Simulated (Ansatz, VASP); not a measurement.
# One calculation of SiPb, two programs

Contents of INCAR:

```
SYSTEM = SiPb
ALGO = Normal
EDIFF = 1E-6
ENCUT = 520
GGA = PS
ISIF = 2
ISMEAR = -1
LASPH = .TRUE.
LCHARG = .FALSE.
LREAL = .FALSE.
LWAVE = .FALSE.
NBANDS = 16
NELM = 80
PREC = Accurate
SIGMA = 0.08
```

Contents of KPOINTS:

```
k-points
0
G
  11 11 11
  0 0 0
```

The input POSCAR:

```
SiPb
1.0
    3.2670423841      0.0000000000      0.0000000000
    0.0000000000      3.2670423841      0.0000000000
    0.0000000000      0.0000000000      3.2670423841
Pb Si
1 1
Direct
    0.0000000000      0.0000000000      0.0000000000
    0.5000000000      0.5000000000      0.5000000000
```

Input for Ansatz:

```yaml
crystal:
  lattice:
    - [3.2670423841, 0.0, 0.0]
    - [0.0, 3.2670423841, 0.0]
    - [0.0, 0.0, 3.2670423841]
  atoms:
    - { symbol: Pb, position: [0.0, 0.0, 0.0] }
    - { symbol: Si, position: [0.5, 0.5, 0.5] }
kpoints:
  mp_grid: { grid: [11, 11, 11] }
scf:
  occupations: { method: fermi_dirac, width: 0.08 }
hamiltonian:
  xc: pbesol
  pseudopotentials: { kind: all_electron, lapw: { basis_error: 0.001 } }
output:
  forces: true
  stress: true
  eigenvalues: true
  populations: true
```

Change from the starting cell: volume scaled by 0.76, LAPW.

Alike in both runs: task single point; functional PBEsol; k mesh 11 × 11 × 11; occupations fermi-dirac, width 0.08 eV; no spin polarisation.

|  | VASP | Ansatz |
| --- | --- | --- |
| version | VASP 6.6.1 | Ansatz 0.2.0 |
| potentials or method | VASP PAW PBE potentials, release 64 (Pb_d, Si) | all-electron LAPW, scalar-relativistic |
| plane-wave cutoff (eV) | 520 | see its input |

```tsv
	VASP	Ansatz	Ansatz less VASP
pressure (GPa)	31.5	31.5	-0.02
```

Ansatz ran all-electron here, so the differences hold the error of VASP's frozen core and of both bases.

Caveats: so large a pressure means that the cell lies far from this level's equilibrium, or that cutoff or potentials fall short (VASP); the potentials were made for another functional, which shifts forces and pressure (VASP). Spin-orbit coupling is left out, which matters for the levels of Pb.
